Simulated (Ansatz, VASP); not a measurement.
# TaSbSe: VASP beside Ansatz

File INCAR:

```
PREC = Accurate
ENCUT = 600
EDIFF = 1E-7
ISMEAR = 0
SIGMA = 0.1
LREAL = False
LASPH = True
NELM = 80
ALGO = Normal
ISIF = 3
LWAVE = False
LCHARG = False
GGA = PE
IBRION = 2
NSW = 90
EDIFFG = -0.04
```

File KPOINTS:

```
regular mesh
0
Gamma
  4 4 4
```

Contents of POSCAR:

```
TaSbSe
1.0
    4.1520331900      0.0000000000      0.0000000000
    0.0000000000      4.1520331900      0.0000000000
    0.0000000000      0.0000000000      5.2981060800
Ta Sb Se
1 1 1
Direct
    0.0000000000      0.0000000000      0.0000000000
    0.0000000000      0.0000000000      0.5000000000
    0.5000000000      0.5000000000      0.0000000000
```

Input for Ansatz:

```yaml
crystal:
  lattice:
    - [4.15203319, 0.0, 0.0]
    - [0.0, 4.15203319, 0.0]
    - [0.0, 0.0, 5.29810608]
  atoms:
    - { symbol: Ta, position: [0.0, 0.0, 0.0] }
    - { symbol: Sb, position: [0.0, 0.0, 0.5] }
    - { symbol: Se, position: [0.5, 0.5, 0.0] }
basis:
  ecutwfc: 420
kpoints:
  mp_grid: { grid: [4, 4, 4] }
hamiltonian:
  xc: pbe
scf:
  occupations: { method: gaussian, width: 0.1 }
  lower_state_search: "off"
output:
  forces: true
  stress: true
  eigenvalues: true
relax:
  adjacent_minimum: "off"
  f_tol: 0.04
  max_steps: 70
  cell: { stress_tol: 0.4 }
```

Alike in both runs: task relaxation of cell and atoms; functional PBE; k mesh 4 × 4 × 4; occupations gaussian, width 0.1 eV; no spin polarisation.

|  | VASP | Ansatz |
| --- | --- | --- |
| version | VASP 6.6.1 | Ansatz 0.2.0 |
| potentials or method | VASP PAW PBE potentials, release 64 (Ta_pv, Sb, Se) | scalar-relativistic, plane waves, PAW |
| plane-wave cutoff (eV) | 600 | 420 |
| valence electrons in the cell | 22 | 44 |

VASP gave:

```
gap on the k mesh at the Fermi level, each at its own relaxed structure (eV) : none
relaxed volume (Å³/atom)                                                     : 24.63
relaxed cell length with the largest relative difference (Å)                 : 3.618
energy change over the relaxation (meV/atom)                                 : -437
```

What did Ansatz give for the same quantities?

gap on the k mesh at the Fermi level, each at its own relaxed structure (eV): none; relaxed volume (Å³/atom): 24.68; relaxed cell length with the largest relative difference (Å): 3.623; energy change over the relaxation (meV/atom): -440.

A gap of «none» marks a metal or a gap that the smearing closes. The two sets of potentials don't hold the same shells in valence.

Caveats: the k mesh is coarse (spacing up to 0.38 Å⁻¹), so the values aren't converged; the volume moved by over 15 % at a fixed basis, so the end points are rough. The runs have no spin-orbit coupling, so splittings on Sb, Ta are missing.
